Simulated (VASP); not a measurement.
# NbVTe4 (Cmmm) in VASP: relaxation of cell and atoms with PBE

Aim: the relaxation of cell and atoms of NbVTe4 with PBE.

Everything below comes from runs of VASP 6.6.1. Logs are shortened: lines on timing, memory, paths and dates and some standing lists are left out, and cuts for length are marked.

## Step 1: The crystal as given

The structure is orthorhombic, space group Cmmm (No. 65). Conventional cell: a = 5.691 Å, b = 5.817 Å, c = 11.086 Å, α = 90.00°, β = 90.00°, γ = 90.00°. Nb (site symmetry mmm) has 4 V at 2.85 to 2.91 Å as nearest neighbours. V (site symmetry mmm) is surrounded by 2 Te at 2.43 Å. Around Te (site symmetry mm2) lie 1 V at 2.43 Å. Around Te (site symmetry mmm) lie 6 Te at 2.85 to 3.11 Å. Around Te (site symmetry mmm) lie 4 Te at 2.85 to 2.91 Å.

The cell was built by a generator and needn't be a form met in nature.

## Step 2: Relaxation of cell and atoms, PBE, collinear spin, ferromagnetic start

The input, INCAR:

```
ALGO     = Fast           # electronic algorithm
EDIFF    = 1E-4           # SCF threshold, eV
EDIFFG   = -0.08          # ionic threshold
ENCUT    = 520            # plane-wave cutoff, eV
GGA      = PE             # functional
IBRION   = 2              # ionic algorithm
ISIF     = 3              # what is computed and relaxed
ISMEAR   = 0              # smearing method
ISPIN    = 2              # spin polarisation
KPAR     = 4            
LASPH    = True           # aspherical terms in the spheres
LCHARG   = False          # write CHGCAR
LMAXMIX  = 4              # l up to which the mixer works
LORBIT   = 11             # projections on sites
LREAL    = False          # projectors in reciprocal space
LWAVE    = False          # write WAVECAR
MAGMOM   = 0 2 0 0 0 0    # initial moments
NELM     = 60             # most SCF steps
NSW      = 24             # ionic steps
PREC     = Normal         # precision mode
SIGMA    = 0.15           # smearing width, eV
```

The input, KPOINTS:

```
k-points
0
Gamma
  4 4 2
```

The input, POSCAR:

```
NbVTe4
1.0
    2.8456134600     -2.9086983500      0.0000000000
    2.8456134600      2.9086983500      0.0000000000
    0.0000000000      0.0000000000     11.0860453300
Nb V Te
1 1 4
Direct
    0.0000000000      0.0000000000      0.5000000000
    0.5000000000      0.5000000000      0.5000000000
    0.5000000000      0.5000000000      0.2804286800
    0.5000000000      0.5000000000      0.7195713200
    0.5000000000      0.5000000000      0.0000000000
    0.0000000000      0.0000000000      0.0000000000
```

Potentials or basis: VASP PAW PBE potentials, release 64 (Nb_sv, V_sv, Te).

Command:

```sh
cat potpaw_PBE.64/Nb_sv/POTCAR potpaw_PBE.64/V_sv/POTCAR potpaw_PBE.64/Te/POTCAR > POTCAR
mpirun -np 4 vasp_std > vasp.out
```

OUTCAR:

```text
EDIFF = 1E-4
   EDIFFG = -0.08
   ENCUT = 520
   GGA = PE
   IBRION = 2
   ISIF = 3
   ISMEAR = 0
   ISPIN = 2
   LASPH = True
   LORBIT = 11
   LREAL = False
   NELM = 60
   NSW = 24
   PREC = Normal

 ion  position               nearest neighbor table
   1  0.000  0.000  0.500-   2 2.85   2 2.85   2 2.91   2 2.91
   2  0.500  0.500  0.500-   3 2.43   4 2.43   1 2.85   1 2.85   1 2.91   1 2.91
   3  0.500  0.500  0.280-   2 2.43   5 3.11
   4  0.500  0.500  0.720-   2 2.43   5 3.11
   5  0.500  0.500  0.000-   6 2.85   6 2.85   6 2.91   6 2.91   3 3.11   4 3.11
   6  0.000  0.000  0.000-   5 2.85   5 2.85   5 2.91   5 2.91

  LATTYP: Found a base centered orthorhombic cell.
 ALAT       =     5.6912269200
 B/A-ratio  =     1.0221691705
 C/A-ratio  =     1.9479183462

  Lattice vectors:

 A1 = (   2.8456134600,  -2.9086983500,   0.0000000000)
 A2 = (   2.8456134600,   2.9086983500,   0.0000000000)
 A3 = (   0.0000000000,   0.0000000000,  11.0860453300)

Analysis of symmetry for initial positions (statically):
=====================================================================
 Subroutine PRICEL returns:
 Original cell was already a primitive cell.

 Routine SETGRP: Setting up the symmetry group for a
 base centered orthorhombic supercell.

 Subroutine GETGRP returns: Found  8 space group operations
 (whereof  8 operations were pure point group operations)
 out of a pool of  8 trial point group operations.

The static configuration has the point symmetry D_2h.

Analysis of symmetry for dynamics (positions and initial velocities):
=====================================================================
 Subroutine PRICEL returns:
 Original cell was already a primitive cell.

 Routine SETGRP: Setting up the symmetry group for a
 base centered orthorhombic supercell.

 Subroutine GETGRP returns: Found  8 space group operations
 (whereof  8 operations were pure point group operations)
 out of a pool of  8 trial point group operations.

The dynamic configuration has the point symmetry D_2h.

Analysis of structural, dynamic, and magnetic symmetry:
=====================================================================
 Subroutine PRICEL returns:
 Original cell was already a primitive cell.

 Routine SETGRP: Setting up the symmetry group for a
 base centered orthorhombic supercell.

 Subroutine GETGRP returns: Found  8 space group operations
 (whereof  8 operations were pure point group operations)
 out of a pool of  8 trial point group operations.

The overall configuration has the point symmetry D_2h.

 Subroutine INISYM returns: Found  8 space group operations
[... 139 lines left out ...]
  ---------------------------------------------------
  ext. energy  EPLUGINS =         0.00000000
  ---------------------------------------------------
  free energy    TOTEN  =       -27.42179316 eV

  energy without entropy =      -27.32756104  energy(sigma->0) =      -27.37467710

------------------------ aborting loop because EDIFF is reached ----------------------------------------

  FORCE on cell =-STRESS in cart. coord.  units (eV):
  Direction    XX          YY          ZZ          XY          YZ          ZX
  --------------------------------------------------------------------------------------
  -------------------------------------------------------------------------------------
  Total        0.7997898     -2.6739343      6.9571646     -0.0000000      0.0000000      0.0000000
  in kB        6.9824077    -23.3442580     60.7381593     -0.0000000      0.0000000      0.0000000
  external PRESSURE =      14.7921030 kB  Pullay stress =       0.0000000 kB
[... 101 lines left out ...]
  FREE ENERGIE OF THE ION-ELECTRON SYSTEM (eV)
  ---------------------------------------------------
  free  energy   TOTEN  =       -27.6819651711 eV

  energy  without entropy=      -27.6042225704  energy(sigma->0) =      -27.64309387

 E-fermi :   5.4072     XC(G=0):  -9.0444

 val. band max:        5.4065681329   @ k =   0.2500   0.0000   0.5000
 cond. band min:       5.4223858969   @ k =   0.2500   0.0000   0.0000
 fundamental gap:      0.0158177640
 Fermi energy:         5.4072243064

 spin component 1

 k-point     1 :       0.0000    0.0000    0.0000
  band No.  band energies     occupation
      1     -59.0287      1.00000
      2     -50.2008      1.00000
      3     -32.9105      1.00000
      4     -32.9035      1.00000
      5     -32.9001      1.00000
      6     -26.3883      1.00000
[... 944 lines left out ...]
     30       7.2829      0.00000
     31       7.4470      0.00000

[... ionic steps 4 to 19 ...]

--------------------------------------- Ionic step       20  -------------------------------------------

 number of electron      49.9999971 magnetization       0.1262594

------------------------ aborting loop because EDIFF is reached ----------------------------------------
[... 75 lines left out ...]
--------------------------------------- Ionic step       22  -------------------------------------------

 number of electron      49.9999981 magnetization       0.1521429

 Free energy of the ion-electron system (eV)
  ---------------------------------------------------
  ext. energy  EPLUGINS =         0.00000000
  ---------------------------------------------------
  free energy    TOTEN  =       -28.16246338 eV

  energy without entropy =      -28.08468064  energy(sigma->0) =      -28.12357201

 E-fermi :   4.5016     XC(G=0):  -8.5249

 val. band max:        4.4324882906   @ k =   0.5000   0.2500   0.0000
 cond. band min:       4.5084570975   @ k =   0.5000   0.2500   0.0000
 fundamental gap:      0.0759688069
 Fermi energy:         4.5015923031

 spin component 1

 k-point     1 :       0.0000    0.0000    0.0000
  band No.  band energies     occupation
      1     -59.9718      1.00000
      2     -51.1693      1.00000
      3     -33.8543      1.00000
      4     -33.8422      1.00000
      5     -33.8421      1.00000
      6     -27.3614      1.00000
[... 977 lines left out ...]
  FREE ENERGIE OF THE ION-ELECTRON SYSTEM (eV)
  ---------------------------------------------------
  free  energy   TOTEN  =       -28.1624633750 eV

  energy  without entropy=      -28.0846806350  energy(sigma->0) =      -28.12357201

 reached required accuracy - stopping structural energy minimisation

 total charge

# of ion       s       p       d       tot
------------------------------------------
    1        2.157   5.930   2.360  10.447
    2        2.309   6.198   3.066  11.573
    3        1.400   1.917   0.026   3.343
    4        1.400   1.917   0.026   3.343
    5        1.430   1.893   0.071   3.394
    6        1.430   1.895   0.070   3.395
--------------------------------------------------
tot         10.126  19.751   5.618  35.495

 magnetization (x)

# of ion       s       p       d       tot
------------------------------------------
    1       -0.007   0.007  -0.341  -0.342
    2        0.010   0.003   0.460   0.473
    3       -0.001   0.023   0.000   0.022
    4       -0.001   0.023   0.000   0.022
    5        0.000   0.001  -0.000   0.001
    6       -0.000  -0.000   0.000  -0.000
--------------------------------------------------
tot          0.001   0.055   0.120   0.176
```

OSZICAR:

```text
N       E                     dE             d eps       ncg     rms          rms(c)
DAV:   1     0.432911189428E+03    0.43291E+03   -0.24074E+04  1944   0.142E+03
DAV:   2     0.103075466521E+02   -0.42260E+03   -0.40842E+03  2053   0.403E+02
DAV:   3    -0.265235234181E+02   -0.36831E+02   -0.35414E+02  2866   0.104E+02
DAV:   4    -0.291417169290E+02   -0.26182E+01   -0.25534E+01  2731   0.227E+01
[... 257 lines left out ...]
RMM:   3    -0.281647091144E+02    0.86152E-02   -0.19699E-02  1892   0.983E-01    0.347E-01
RMM:   4    -0.281623982496E+02    0.23109E-02   -0.40967E-03  1957   0.416E-01    0.874E-02
RMM:   5    -0.281626294086E+02   -0.23116E-03   -0.22714E-03  1848   0.224E-01    0.138E-01
RMM:   6    -0.281624503901E+02    0.17902E-03   -0.66501E-04  1501   0.151E-01    0.468E-02
RMM:   7    -0.281624633750E+02   -0.12985E-04   -0.38415E-04  1138   0.871E-02
  22 F= -.28162463E+02 E0= -.28123572E+02  d E =-.243153E-02  mag=     0.1538
```

Run time: 12 min. Hardware: 4 MPI ranks of AMD EPYC 7R43 (Zen 3), shared host; peak memory 0.29 GiB.

Results:

```
Free energy                                           : -28.1625 eV
Relaxed volume                                        : 35.27 Å³/atom
Relaxed cell                                          : a = 3.983 Å, b = 3.983 Å, c = 13.340 Å, α = 90.00°, β = 90.00°, γ = 89.98°
Space group after relaxing (to 0.05 Å)                : P4/mmm (No. 123)
Energy gained by relaxing                             : 123.4 meV/atom
Ionic steps                                           : 22
Pressure after relaxing                               : 0.0 GPa
Largest force after relaxing                          : 0.032 eV/Å
Band gap on the k mesh                                : none (metal or under the smearing width)
Net moment                                            : 0.15 μB per cell
Site moments                                          : Nb -0.34; V +0.47; Te +0.02, +0.00, -0.00 μB
Valence electrons inside the program's atomic spheres : Nb 10.45; V 11.57; Te 3.34, 3.39, 3.40
```

Forces in eV/Å, atoms in the order of the input:
```
Nb   0.000  0.000  0.000
V    0.000  0.000  0.000
Te   0.000  0.000 -0.032
Te   0.000  0.000  0.032
Te   0.000  0.000  0.000
Te   0.000  0.000  0.000
```

Stress tensor (GPa, compression positive):
```
-0.21  0.00  0.00
 0.00 -0.17  0.00
 0.00  0.00  0.26
```

Step by step:
```
step  energy change (eV)  largest force (eV/Å)  pressure (GPa)  volume (Å³)
   1              0.0000                0.4986            1.48       183.52
   2             -0.2568                1.3181           -1.39       190.84
   3             -0.2602                1.3788           -1.58       191.55
   4             -0.4717                0.9139            0.50       187.12
   5             -0.4878                0.7766            1.24       185.83
   6             -0.6118                0.2679            1.16       190.78
   7             -0.6215                0.0428            1.20       192.85
   8             -0.6869                0.1340           -0.55       203.73
   9             -0.6875                0.1375           -0.74       204.85
  10             -0.7191                0.1066           -0.09       204.59
  11             -0.7196                0.1019            0.04       204.55
  12             -0.7294                0.1177            0.23       204.70
  13             -0.7296                0.1187            0.41       204.70
  14             -0.7320                0.1942           -0.13       207.42
  15             -0.7320                0.1940           -0.01       207.55
  16             -0.7320                0.1961           -0.07       207.79
  17             -0.7317                0.2145           -0.28       208.27
  18             -0.7347                0.1566           -0.36       209.18
  19             -0.7374                0.0931           -0.15       210.43
  20             -0.7374                0.0618           -0.15       212.94
  21             -0.7382                0.0040           -0.22       212.13
  22             -0.7407                0.0321           -0.04       211.64
```

Final structure:
```xyz
6
Lattice="2.8170 -2.8160 0.0000 2.8170 2.8160 0.0000 0.0000 0.0000 13.3396" Properties=species:S:1:pos:R:3 pbc="T T T"
Nb    0.0000    0.0000    6.6698
V     2.8170    0.0000    6.6698
Te    2.8170    0.0000    4.2232
Te    2.8170    0.0000    9.1164
Te    2.8170    0.0000    0.0000
Te    0.0000    0.0000    0.0000
```

Caveat: the k mesh is coarse (spacing up to 0.39 Å⁻¹), so the values aren't converged; the volume moved by over 15 % at a fixed basis, so the end points are rough; this functional lacks dispersion, which binds the layers, so the pressure and a relaxed spacing across them are unreliable, and here the layers came unbound; the relaxation stopped at a loose force limit of 0.08 eV/Å, so its end isn't a converged minimum.
